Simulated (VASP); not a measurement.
An input for Ansatz (written as the equivalent of a VASP run, and not itself run):

Ansatz 0.2 input:
```yaml
crystal:
  lattice:
    - [0.0000000, 2.4482624, 2.4482624]
    - [2.4482624, 0.0000000, 2.4482624]
    - [2.4482624, 2.4482624, 0.0000000]
  atoms:
    - { symbol: Ca, position: [0.0000000, 0.0000000, 0.0000000] }
    - { symbol: O, position: [0.5000000, 0.5000000, 0.5000000] }
kpoints:
  mp_grid: { grid: [10, 10, 10] }
hamiltonian:
  xc: rpbe
  pseudopotentials: { kind: paw }
scf:
  occupations: { method: tetrahedron }
  max_iter: 100
output: { forces: true, stress: true, eigenvalues: true }
```

Question: Write the VASP files for the same calculation (RPBE).

Answer: This is not unique; one that fits is 
### INCAR
```
ALGO  =  Normal
EDIFF  =  1E-7
ENCUT  =  520
GGA  =  RP
ISIF  =  2
ISMEAR  =  -5
LASPH  =  .True.
LCHARG  =  .True.
LORBIT  =  11
LREAL  =  .False.
LWAVE  =  .False.
NEDOS  =  601
NELM  =  100
PREC  =  Accurate
SYSTEM  =  CaO
```

File KPOINTS:
```
kpoints
0
Gamma
  10 10 10
```

File POSCAR:
```
CaO
1
    0.0000000000     2.4482623830     2.4482623830
    2.4482623830     0.0000000000     2.4482623830
    2.4482623830     2.4482623830     0.0000000000
Ca O
1 1
Direct
  0.0000000000   0.0000000000   0.0000000000
  0.5000000000   0.5000000000   0.5000000000
```

POTCAR, in this order: Ca_sv O (PBE.64 set). Program: vasp_std.

Limits of the translation: each code has its own PAW files, so the cut-off isn't converted (ENCUT is set for VASP's; basis.ecutwfc is left out, and Ansatz then takes the one that its files recommend); Ansatz stops its SCF on the density residual and VASP on the energy change (EDIFF).

The compound is CaO in the rock salt structure. It was relaxed first, which changed the volume by +5 %.
